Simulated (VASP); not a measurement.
VASP input:

**POSCAR**
```
TiC
1.0
  2.7084580349   0.0000000000   0.0000000000
  0.0000000000   2.7084580349   0.0000000000
  0.0000000000   0.0000000000   2.7084580349
Ti C
1 1
Cart
  0.0000000000   0.0000000000   2.7084580349
  1.3542290175   1.3542290175   1.3542290175
```

**KPOINTS**
```
Automatic
0
G
 12 12 12
0 0 0
```

**INCAR**
```
! general
SYSTEM   =  TiC
PREC     =  Accurate
ENCUT    =  520
LREAL    =  F
LASPH    =  T

! electronic loop
EDIFF    =  1E-6
NELM     =  100
ALGO     =  Normal
LMAXMIX  =  4
LMIXTAU  =  T

! smearing
ISMEAR   =  1
SIGMA    =  0.1

! functional
METAGGA  =  R2SCAN

! ions
IBRION   =  2
NSW      =  60
ISIF     =  3
EDIFFG   =  -0.01

! output
LWAVE    =  F
LCHARG   =  F
```

POTCAR, in this order: Ti_sv C (PBE.64 set). Program: vasp_std.

### Question
Write an equivalent input for Ansatz.

### Answer
One equivalent input (not run):
Ansatz 0.2 input:
```yaml
crystal:
  lattice:
    - [2.7084580, 0.0000000, 0.0000000]
    - [0.0000000, 2.7084580, 0.0000000]
    - [0.0000000, 0.0000000, 2.7084580]
  atoms:
    - { symbol: Ti, position: [0.0000000, 0.0000000, 1.0000000] }
    - { symbol: C, position: [0.5000000, 0.5000000, 0.5000000] }
kpoints:
  mp_grid: { grid: [12, 12, 12] }
hamiltonian:
  xc: r2scan
  pseudopotentials: { kind: paw }
scf:
  occupations: { method: methfessel_paxton, width: 0.1 }
  max_iter: 100
relax:
  max_steps: 60
  f_tol: 0.01
  cell: {}
output: { forces: true, stress: true, eigenvalues: true }
```
The two are equivalent in intent, not identical: each code has its own PAW files, so the cut-off isn't converted (ENCUT is set for VASP's; basis.ecutwfc is left out, and Ansatz then takes the one that its files recommend); Ansatz stops its SCF on the density residual and VASP on the energy change (EDIFF).

The structure was generated: TiC was put into the CsCl type type (Pm-3m), which need not be its known phase. This run relaxes it. Symmetry was kept, so distortions that lower it aren't found. The start is the result of an earlier pass.
